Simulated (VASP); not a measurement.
Data:

```xyz
2
Lattice="0.0000 2.4627 2.4627 2.4627 0.0000 2.4627 2.4627 2.4627 0.0000" Properties=species:S:1:pos:R:3 pbc="T T T"
Gd     0.0000     0.0000     0.0000
N      2.4627     2.4627     2.4627
```

Computed with PBEsol GGA, VASP's PBE PAW potentials (set 64) (plane waves; VASP). Run with 600 eV cut-off, 12×12×12 Γ-centred mesh, first-order Methfessel-Paxton smearing of 0.10 eV, potentials Gd_3 N.

The 4f electrons are frozen in the core of the lanthanide potential, so 4f levels, which can set the real gap, and their magnetism are missing.

Each row applies one change to this cell, which was relaxed at other settings and keeps the small stress of the first row; at a fixed cut-off the stress holds a Pulay part, so it need not integrate to ΔE exactly. Stress is in GPa, positive when the cell is compressed.

| change | ΔE (meV/atom) | σxx | σyy | σzz | largest shear component, with its sign (GPa) | largest force (eV/Å) |
|---|---|---|---|---|---|---|
| none | 0.0 | -0.17 | -0.17 | -0.17 | 0.00 | 0.000 |
| biaxial strain of -3.0 % in the xz plane | 40.0 | 15.41 | 4.70 | 15.41 | 0.00 | 0.000 |
| biaxial strain of -4.0 % in the xz plane | 73.9 | 22.09 | 6.42 | 22.09 | 0.00 | 0.000 |
| uniaxial strain of -0.5 % along y | 0.4 | 0.20 | 1.63 | 0.20 | 0.00 | 0.000 |
| biaxial strain of -3.0 % in the yz plane | 40.0 | 4.70 | 15.41 | 15.41 | 0.00 | 0.000 |
| uniaxial strain of +3.0 % along y | 13.1 | -2.35 | -8.95 | -2.35 | 0.00 | 0.000 |
| uniaxial strain of +0.5 % along y | 0.4 | -0.55 | -1.87 | -0.55 | 0.00 | 0.000 |

Failed runs are left out, and for metals the shear rows, which the mesh's noise covers.

The compound is GdN in the rock salt structure.
